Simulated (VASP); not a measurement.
Calculation: PBEsol GGA, VASP's PBE PAW potentials (set 64) (plane waves; VASP).

A VASP calculation is set up with these files.

**INCAR**
```
SYSTEM = AgF
PREC = Accurate
ENCUT = 520
EDIFF = 1E-6
NELM = 100
ALGO = Normal
LREAL = .FALSE.
LASPH = .TRUE.
ISMEAR = 1
SIGMA = 0.1
GGA = PS
LMAXMIX = 4
LWAVE = .FALSE.
LCHARG = .FALSE.
IBRION = 2
ISIF = 3
NSW = 60
EDIFFG = -0.02
```

**KPOINTS**
```
Automatic mesh
0
Gamma
9 9 5
0 0 0
```

**POSCAR**
```
AgF
1
    3.7532105797     0.0000000000     0.0000000000
   -1.8766052899     3.2503751962     0.0000000000
    0.0000000000    -0.0000000000     6.1432944404
Ag F
2 2
Direct
  0.3333330000   0.6666670000   0.0005740818
  0.6666670000   0.3333330000   0.5005740818
  0.3333330000   0.6666670000   0.3744259182
  0.6666670000   0.3333330000   0.8744259182
```

POTCAR, in this order: Ag F (PBE.64 set). Program: vasp_std.

The resulting files:

### OSZICAR
```
       N       E                     dE             d eps       ncg     rms          rms(c)
DAV:   1     0.264631733848E+03    0.26463E+03   -0.19356E+04  1584   0.156E+03
DAV:   2     0.179797444876E+00   -0.26445E+03   -0.25618E+03  1782   0.358E+02
DAV:   3    -0.148268327732E+02   -0.15007E+02   -0.14924E+02  1800   0.903E+01
DAV:   4    -0.149460436148E+02   -0.11921E+00   -0.11918E+00  1728   0.882E+00
DAV:   5    -0.149470450437E+02   -0.10014E-02   -0.10014E-02  1818   0.780E-01    0.880E+00
DAV:   6    -0.135303982606E+02    0.14166E+01   -0.66362E+00  2094   0.240E+01    0.586E+00
DAV:   7    -0.134766986591E+02    0.53700E-01   -0.47842E-01  1596   0.774E+00    0.394E+00
DAV:   8    -0.134625611670E+02    0.14137E-01   -0.21710E-01  1692   0.418E+00    0.120E+00
DAV:   9    -0.134511686919E+02    0.11392E-01   -0.38437E-02  1716   0.197E+00    0.152E-01
DAV:  10    -0.134517209438E+02   -0.55225E-03   -0.27552E-03  1608   0.460E-01    0.729E-02
DAV:  11    -0.134519536691E+02   -0.23273E-03   -0.25580E-04  1692   0.108E-01    0.477E-02
DAV:  12    -0.134519428370E+02    0.10832E-04   -0.30000E-05  1800   0.591E-02    0.990E-03
DAV:  13    -0.134519467562E+02   -0.39192E-05   -0.93974E-06  1668   0.253E-02    0.625E-03
DAV:  14    -0.134519464859E+02    0.27030E-06   -0.87224E-07  1256   0.117E-02
   1 F= -.13451946E+02 E0= -.13452536E+02  d E =-.134519E+02
```

OUTCAR:
```
------------------------ aborting loop because EDIFF is reached ----------------------------------------
  FORCE on cell =-STRESS in cart. coord.  units (eV):
  Direction    XX          YY          ZZ          XY          YZ          ZX
  --------------------------------------------------------------------------------------
  Total        0.0722312      0.0722311      0.0449681     -0.0000000      0.0000000      0.0000000
  in kB        1.5441784      1.5441779      0.9613411     -0.0000000      0.0000000      0.0000000
  external PRESSURE =       1.3498991 kB  Pullay stress =       0.0000000 kB
  volume of cell :       74.94
      direct lattice vectors                 reciprocal lattice vectors
     3.753210580  0.000000000  0.000000000     0.266438554  0.153828395  0.000000000
    -1.876605290  3.250375196  0.000000000     0.000000000  0.307656790  0.000000000
     0.000000000  0.000000000  6.143294440     0.000000000  0.000000000  0.162779110
 POSITION                                       TOTAL-FORCE (eV/Angst)
 -----------------------------------------------------------------------------------
     -0.00000      2.16692      0.00353         0.000000     -0.000000     -0.001092
      1.87661      1.08346      3.07517        -0.000000      0.000000     -0.001092
     -0.00000      2.16692      2.30021         0.000000     -0.000000      0.001092
      1.87661      1.08346      5.37186        -0.000000      0.000000      0.001092
 -----------------------------------------------------------------------------------
    total drift:                               -0.003198      0.001846      0.002509
  FREE ENERGIE OF THE ION-ELECTRON SYSTEM (eV)
  ---------------------------------------------------
  free  energy   TOTEN  =       -13.4519464859 eV

  energy  without entropy=      -13.4537135371  energy(sigma->0) =      -13.45253550

 reached required accuracy - stopping structural energy minimisation
```
(Selected blocks of OUTCAR.)

The structure was generated: AgF was put into the wurtzite type (P6_3mc), which need not be its known phase. It was relaxed first, which changed the volume by +48 %. The start is the result of an earlier pass.
